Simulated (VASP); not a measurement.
An input for Ansatz (written as the equivalent of a VASP run, and not itself run):

Ansatz 0.2 input:
```yaml
crystal:
  lattice:
    - [2.8628020, 0.0000000, 0.0000000]
    - [0.0000000, 2.8628020, 0.0000000]
    - [0.0000000, 0.0000000, 2.8628020]
  atoms:
    - { symbol: Al, position: [0.5000000, 0.5000000, 0.5000000] }
    - { symbol: Ni, position: [0.0523962, 0.0000000, 0.0000000] }
kpoints:
  mp_grid: { grid: [12, 12, 12] }
hamiltonian:
  xc: pbesol
  pseudopotentials: { kind: paw }
scf:
  occupations: { method: methfessel_paxton, width: 0.1 }
  max_iter: 100
output: { forces: true, stress: true, eigenvalues: true }
```

Problem. Write the VASP files for the same calculation (PBEsol).

Solution. This is not unique; one that fits is 
**KPOINTS**
```
Automatic mesh
0
Gamma
12 12 12
0 0 0
```

INCAR:
```
# general
SYSTEM  = NiAl
PREC    = Accurate
ENCUT   = 480   # plane-wave cut-off (eV)
LREAL   = .False.   # projection in real space or not
LASPH   = .True.   # aspherical one-centre terms

# electronic loop
EDIFF   = 1E-7
NELM    = 100   # most electronic steps
ALGO    = Normal   # blocked Davidson
LMAXMIX = 4   # l cut-off of mixed one-centre charges

# smearing
ISMEAR  = 1
SIGMA   = 0.1   # width (eV)

# functional
GGA     = PS   # PBEsol

# ions
ISIF    = 2   # forces and stress, cell fixed

# output
LWAVE   = .False.
LCHARG  = .False.
```

POSCAR:
```
NiAl
2.8628020
  0.9999999918   0.0000000000   0.0000000000
  0.0000000000   0.9999999918   0.0000000000
  0.0000000000   0.0000000000   0.9999999918
Al Ni
1 1
direct
  0.5000000000   0.5000000000   0.5000000000
  0.0523962192   0.0000000000   0.0000000000
```

POTCAR, in this order: Al Ni (PBE.64 set). Program: vasp_std.

The two are equivalent in intent, not identical: each code has its own PAW files, so the cut-off isn't converted (ENCUT is set for VASP's; basis.ecutwfc is left out, and Ansatz then takes the one that its files recommend); Ansatz stops its SCF on the density residual and VASP on the energy change (EDIFF).

The compound is NiAl in the CsCl type structure. This cell was strained or had an atom moved on purpose.
